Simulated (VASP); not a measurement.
An input for Quantum ESPRESSO's pw.x (written as the equivalent of a VASP run, and not itself run):

```
&CONTROL
  calculation = 'scf'
  pseudo_dir = './pseudo'
  outdir = './out'
  tprnfor = .true.
  tstress = .true.
/
&SYSTEM
  ibrav = 0
  nat = 2
  ntyp = 2
  ecutwfc = 84
  occupations = 'tetrahedra'
  input_dft = 'pbe'
/
&ELECTRONS
  conv_thr = 7.3e-09
  electron_maxstep = 100
/
ATOMIC_SPECIES
  B 10.810 B.upf
  N 14.007 N.upf
CELL_PARAMETERS angstrom
    -0.0000000    1.8127176    1.8127176
     1.8127176    0.0000000    1.8127176
     1.8127176    1.8127176    0.0000000
ATOMIC_POSITIONS crystal
  B    0.0000000  0.0000000  0.0000000
  N    0.2500000  0.2500000  0.2500000
K_POINTS automatic
  14 14 14 0 0 0
```

Translate this input to VASP (INCAR, KPOINTS, POSCAR, choice of POTCAR).

One answer among several that fit: 
### KPOINTS
```
Automatic mesh
0
Gamma
14 14 14
0 0 0
```

INCAR:
```
SYSTEM = BN
PREC = Accurate; ENCUT = 520; LREAL = .FALSE.
LASPH = .TRUE.
EDIFF = 1E-7; NELM = 100; ALGO = Normal
ISMEAR = -5
GGA = PE
ISIF = 2
LWAVE = .FALSE.; LCHARG = .TRUE.; LORBIT = 11
NEDOS = 601
```

**POSCAR**
```
BN
1
   -0.0000000000     1.8127176363     1.8127176363
    1.8127176363     0.0000000000     1.8127176363
    1.8127176363     1.8127176363     0.0000000000
B N
1 1
Direct
  0.0000000000   0.0000000000   0.0000000000
  0.2500000000   0.2500000000   0.2500000000
```

POTCAR, in this order: B N (PBE.64 set). Program: vasp_std.

Limits of the translation: the potentials are each code's own (VASP's PAW set, PseudoDojo norm-conserving files in pw.x), so ENCUT and ecutwfc are chosen apart and not converted; conv_thr bounds pw.x's estimated SCF error, while EDIFF bounds the energy change between steps.

The compound is BN in the zinc blende structure. It was relaxed first.
